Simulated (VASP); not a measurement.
Input:

```xyz
3
Lattice="0.0000 2.3347 2.3347 2.3347 0.0000 2.3347 2.3347 2.3347 0.0000" Properties=species:S:1:pos:R:3 pbc="T T T"
Li     1.1674     1.1674     1.1674
Li     3.5021     3.5021     3.5021
O      2.3347     2.3347     0.0000
```

Calculation: PBE GGA, VASP's PBE PAW potentials (set 64) (plane waves; VASP). Numerical set-up: 520 eV cut-off, 10×10×10 Γ-centred mesh, Gaussian smearing of 0.050 eV, potentials Li_sv O.

Question: Give the stress tensor in GPa (positive for a compressed cell).

Answer: 
```
-2.17   0.00   0.00
 0.00  -2.17   0.00
 0.00   0.00  -2.17
```
The pressure is its mean diagonal, -2.17 GPa.

The compound is Li2O in the antifluorite structure. This cell is one point of a volume scan, at 1.03 of the reference volume.
